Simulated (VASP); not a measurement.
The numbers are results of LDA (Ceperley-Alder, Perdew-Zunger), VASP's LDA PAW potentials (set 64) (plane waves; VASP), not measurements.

The input files of a VASP run:

**INCAR**
```
PREC=Accurate
LCHARG=.False.
LWAVE=.False.
LASPH=.True.
SYSTEM=CuI
NELM=100   ! most electronic steps
EDIFF=1E-6
LMAXMIX=4
ENCUT=300   ! plane-wave cut-off (eV)
ISIF=2
SIGMA=0.02
LREAL=.False.
ISMEAR=-1   ! Fermi-Dirac
ALGO=Normal
```

### POSCAR
```
CuI
3.0250
  0.0000000000   1.0000000000   1.0000000000
  1.0000000000   0.0000000000   1.0000000000
  1.0000000000   1.0000000000   0.0000000000
Cu I
1 1
Cart
  0.0001020000   0.0064410000  -0.0063630000
  0.4998980000   0.4935590000   0.5063630000
```

KPOINTS:
```
Automatic mesh
0
Gamma
8 8 8
0 0 0
```

POTCAR, in this order: Cu I (LDA.64 set). Program: vasp_std.

What will the output report for the number of irreducible k-points (NKPTS), largest plane-wave count, number of space-group operations, FFT grid (NGX, NGY, NGZ)?

The number of irreducible k-points (NKPTS) is 260, the largest plane-wave count is 666 and the number of space-group operations is 1. The FFT grid (NGX, NGY, NGZ) is 24 × 24 × 24.

The structure is a typed CuI crystal (F-43m). The cell was not relaxed at this level, atoms are displaced from their ideal sites.
